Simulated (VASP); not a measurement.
Calculation: PBEsol GGA, VASP's PBE PAW potentials (set 64) (plane waves; VASP).

VASP ran on this input.

File KPOINTS:
```
Automatic
0
Gamma
7 7 7
```

INCAR:
```
ALGO=Normal
CSHIFT=0.1
EDIFF=1E-7
ENCUT=520
GGA=PS
ISMEAR=0
LASPH=.True.
LCHARG=.False.
LOPTICS=.True.
LREAL=.False.
LWAVE=.False.
NBANDS=72
NEDOS=1001
NELM=100
PREC=Accurate
SIGMA=0.01
SYSTEM=KCaF3
```

File POSCAR:
```
KCaF3
4.4145510
  0.9999998952   0.0000000000   0.0000000000
  0.0000000000   0.9999998952   0.0000000000
  0.0000000000   0.0000000000   0.9999998952
K Ca F
1 1 3
Cart
  0.4999999476   0.4999999476   0.4999999476
  0.0000000000   0.0000000000   0.0000000000
  0.0000000000   0.4999999476   0.0000000000
  0.4999999476   0.0000000000   0.0000000000
  0.0000000000   0.0000000000   0.4999999476
```

POTCAR, in this order: K_sv Ca_sv F (PBE.64 set). Program: vasp_std.

Output

OSZICAR:
```
       N       E                     dE             d eps       ncg     rms          rms(c)
DAV:   1     0.373827949424E+03    0.37383E+03   -0.17129E+04  2880   0.542E+02
DAV:   2    -0.830311969901E+01   -0.38213E+03   -0.34597E+03  3200   0.199E+02
DAV:   3    -0.279678611381E+02   -0.19665E+02   -0.19297E+02  3928   0.446E+01
DAV:   4    -0.287968501498E+02   -0.82899E+00   -0.82488E+00  3840   0.588E+00
DAV:   5    -0.288055082308E+02   -0.86581E-02   -0.86578E-02  3440   0.661E-01    0.924E+00
DAV:   6    -0.265069104719E+02    0.22986E+01   -0.26814E+00  3272   0.673E+00    0.387E+00
DAV:   7    -0.263695576730E+02    0.13735E+00   -0.18765E-01  3704   0.172E+00    0.234E+00
DAV:   8    -0.262855750540E+02    0.83983E-01   -0.10598E-01  3848   0.147E+00    0.455E-01
DAV:   9    -0.262863645180E+02   -0.78946E-03   -0.10101E-02  3544   0.445E-01    0.190E-01
DAV:  10    -0.262867775190E+02   -0.41300E-03   -0.81145E-04  3440   0.123E-01    0.107E-01
DAV:  11    -0.262869497089E+02   -0.17219E-03   -0.25794E-04  3360   0.534E-02    0.304E-02
DAV:  12    -0.262869644987E+02   -0.14790E-04   -0.21336E-05  3712   0.158E-02    0.545E-03
DAV:  13    -0.262869651232E+02   -0.62450E-06   -0.79746E-07  3328   0.293E-03    0.193E-03
DAV:  14    -0.262869651228E+02    0.40200E-09   -0.16742E-07  3424   0.161E-03
   1 F= -.26286965E+02 E0= -.26286965E+02  d E =-.478856E-14
 imaginary and real dielectric function
```

OUTCAR:
```
------------------------ aborting loop because EDIFF is reached ----------------------------------------
  FORCE on cell =-STRESS in cart. coord.  units (eV):
  Direction    XX          YY          ZZ          XY          YZ          ZX
  --------------------------------------------------------------------------------------
  Total       -0.0445959     -0.0445959     -0.0445959     -0.0000000     -0.0000000     -0.0000000
  in kB       -0.8305116     -0.8305116     -0.8305116     -0.0000000     -0.0000000     -0.0000000
  external PRESSURE =      -0.8305116 kB  Pullay stress =       0.0000000 kB
  volume of cell :       86.03
      direct lattice vectors                 reciprocal lattice vectors
     4.414550537  0.000000000  0.000000000     0.226523627  0.000000000  0.000000000
     0.000000000  4.414550537  0.000000000     0.000000000  0.226523627  0.000000000
     0.000000000  0.000000000  4.414550537     0.000000000  0.000000000  0.226523627
 POSITION                                       TOTAL-FORCE (eV/Angst)
 -----------------------------------------------------------------------------------
      2.20728      2.20728      2.20728         0.000000      0.000000      0.000000
      0.00000      0.00000      0.00000         0.000000      0.000000      0.000000
      0.00000      2.20728      0.00000         0.000000      0.000000      0.000000
      2.20728      0.00000      0.00000         0.000000      0.000000      0.000000
      0.00000      0.00000      2.20728         0.000000      0.000000      0.000000
 -----------------------------------------------------------------------------------
    total drift:                                0.000000      0.000000     -0.000000
  FREE ENERGIE OF THE ION-ELECTRON SYSTEM (eV)
  ---------------------------------------------------
  free  energy   TOTEN  =       -26.2869651228 eV

  energy  without entropy=      -26.2869651228  energy(sigma->0) =      -26.28696512

 plasma frequency squared (from intraband transitions) (eV^2)
  --------------------------------------------------------------------------------------
       0.000      -0.000       0.000
      -0.000       0.000      -0.000
       0.000      -0.000       0.000

 plasma frequency squared (from interband transitions, int dw w eps(2)(w)) (eV^2)
  --------------------------------------------------------------------------------------
     376.929       0.000      -0.000      -0.000      -0.000       0.000
      -0.000       0.000     376.929       0.000      -0.000       0.000
      -0.000      -0.000      -0.000      -0.000     376.929       0.000
```
(Selected blocks of OUTCAR.)

The structure comes from a computed database's KCaF3 entry (Pm-3m); how it stands against other phases isn't given here. It was relaxed first.
